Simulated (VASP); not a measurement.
```xyz
6
Lattice="4.5010 0.0000 0.0000 0.0000 4.5010 0.0000 0.0000 0.0000 3.0059" Properties=species:S:1:pos:R:3 pbc="T T T"
Mg     0.0000     0.0000     0.0000
Mg     2.2505     2.2505     1.5030
H      1.3696     1.3696     0.0000
H      3.6202     0.8809     1.5030
H      0.8809     3.6202     1.5030
H      3.1314     3.1314     0.0000
```

All values below come from AM05 GGA, VASP's PBE PAW potentials (set 64) (plane waves; VASP 6.6.1). Run with 520 eV cut-off, 6×6×8 Γ-centred mesh, tetrahedra with Blöchl corrections, potentials Mg H.

Predict the energy per atom (σ→0).

| Property | Value |
|---|---|
| energy per atom (σ→0) | -2.875 eV/atom |

The absolute energy has meaning only against runs of the same code, potentials and settings.

The compound is MgH2 in the rutile structure. It was relaxed first.
